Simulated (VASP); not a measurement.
Input of a VASP 6.6.1 run:

Contents of INCAR:

```
SYSTEM = NiO
  PREC = Accurate
  ENCUT = 520
  EDIFF = 1E-7
  ISMEAR = 0
  SIGMA = 0.02
  LREAL = .False.
  LASPH = .True.
  NELM = 120
  ALGO = Normal
  ISIF = 2
  LWAVE = .False.
  LCHARG = .False.
  ISPIN = 2
  MAGMOM = 2 0
  LORBIT = 11
  LMAXMIX = 4
  GGA = PE
  NBANDS = 19
```

KPOINTS

```
regular mesh
0
Gamma
  10 10 10
  0 0 0
```

File POSCAR:

```
NiO
1.0
    0.0000000000      2.0859016400      2.0859016400
    2.0859016400      0.0000000000      2.0859016400
    2.0859016400      2.0859016400      0.0000000000
Ni O
1 1
Direct
    0.0000000000      0.0000000000      0.0000000000
    0.5000000000      0.5000000000      0.5000000000
```

Potentials or basis: VASP PAW PBE potentials, release 64 (Ni, O).

Run with:

```console
$ cat potpaw_PBE.64/Ni/POTCAR potpaw_PBE.64/O/POTCAR > POTCAR
$ mpirun -np 1 vasp_std > vasp.out
```

**Question.** Predict the band gap on the k mesh.

**Answer.** None (metal or under the smearing width).

**Question.** Estimate the net moment.

**Answer.** 1.73 μB per cell.

**Question.** Predict the site moments.

**Answer.** Ni +1.43; O +0.26 μB.

**Question.** What does it give for the pressure?

**Answer.** 5.6 GPa.

Caveat: a cell with one magnetic atom can't hold antiferromagnetic order, which such compounds often take; semilocal functionals often make such compounds metallic where correlation or magnetic order opens a gap, which also shifts bond lengths.

**Experimental background.**

“Local correlations, non-local screening, multiplets, and band formation in NiO”, 2012, arxiv:1210.6675 quotes, for a bulk crystal of NiO: band gap 4.3 eV.

Against the measured gap of NiO, 4.3 eV (quoted in “Local correlations, non-local screening, multiplets, and band formation in NiO”, 2012, arxiv:1210.6675), the calculated 0.00 eV is off by -4.30 eV. So large a miss can be the level of theory's own, or it may mean another phase, state or a wrong row. The value is that of PBE on a finite k mesh, which can miss the band edges, without temperature or zero-point motion. Semilocal functionals fall short of measured gaps as a rule. The run's magnetic order (collinear spin, ferromagnetic start) needn't be the measured crystal's.
